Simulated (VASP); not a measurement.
VASP runs on ZnS (space group P6_3mc) share one base input (revPBE GGA, plane waves, VASP's PBE PAW potentials (set 64)) and change the settings named in each case.

INCAR:
```
ALGO = Normal
EDIFF = 1E-6
ENCUT = 300
GGA = RE
ISIF = 2
ISMEAR = 0
LASPH = .TRUE.
LCHARG = .FALSE.
LMAXMIX = 4
LREAL = Auto
LWAVE = .FALSE.
NELM = 100
PREC = Accurate
SIGMA = 0.01
SYSTEM = ZnS
```

File POSCAR:
```
ZnS
1
    3.8329900000     0.0000000000     0.0000000000
   -1.9164950000     3.3194660000     0.0000000000
    0.0000000000     0.0000000000    43.8878210000
Zn S
14 14
Direct
  0.6666670000   0.3333330000   0.0715000000
  0.3333330000   0.6666670000   0.5715000000
  0.0000000000   0.0000000000   0.6429000000
  0.0000000000   0.0000000000   0.1429000000
  0.3333330000   0.6666670000   0.7857000000
  0.6666670000   0.3333330000   0.2857000000
  0.0000000000   0.0000000000   0.3572000000
  0.0000000000   0.0000000000   0.8572000000
  0.6666670000   0.3333330000   0.9286000000
  0.3333330000   0.6666670000   0.4286000000
  0.3333330000   0.6666670000   0.2143000000
  0.6666670000   0.3333330000   0.7143000000
  0.3333330000   0.6666670000   0.0000000000
  0.6666670000   0.3333330000   0.5000000000
  0.3333330000   0.6666670000   0.4820000000
  0.6666670000   0.3333330000   0.9820000000
  0.3333330000   0.6666670000   0.0536000000
  0.6666670000   0.3333330000   0.5536000000
  0.6666670000   0.3333330000   0.3393000000
  0.3333330000   0.6666670000   0.8393000000
  0.0000000000   0.0000000000   0.4107000000
  0.0000000000   0.0000000000   0.9107000000
  0.6666670000   0.3333330000   0.7678000000
  0.3333330000   0.6666670000   0.2678000000
  0.0000000000   0.0000000000   0.1964000000
  0.0000000000   0.0000000000   0.6964000000
  0.6666670000   0.3333330000   0.1250000000
  0.3333330000   0.6666670000   0.6250000000
```

File KPOINTS:
```
Regular mesh
0
Gamma
5 5 1
```

POTCAR, in this order: Zn S (PBE.64 set). Program: vasp_std.

```tsv
change	E(σ→0) (eV/atom)	pressure (GPa)
base run	-3.1319	2.62
GGA removed, POTCAR Zn S (LDA.64 set)	-4.0771	-5.23
GGA = PE	-3.4210	0.68
GGA = PS	-3.7834	-2.84
GGA = RP	-3.0885	3.32
GGA removed, LMIXTAU = .TRUE., METAGGA = R2SCAN (not converged)	-9.4745	6.02
GGA = 91	-3.4415	___
```

### Question
Complete the blanks.

### Answer

- GGA = 91, pressure (GPa): 0.37

Energies of different potentials or functionals have different zeros.  At 300 eV the pressure can carry a Pulay error.

Left out are runs that ran out of time, are held back, or changed the cell or the kind of run, fixed moments of cells without a moment, rows past the twelfth, gaps on odd meshes, pressures of charged cells and columns that move by less than the noise.

The structure comes from a computed database's ZnS entry; how it stands against other phases isn't given here. The cell was not relaxed at this level, its lattice was scaled by up to 2.5 %.
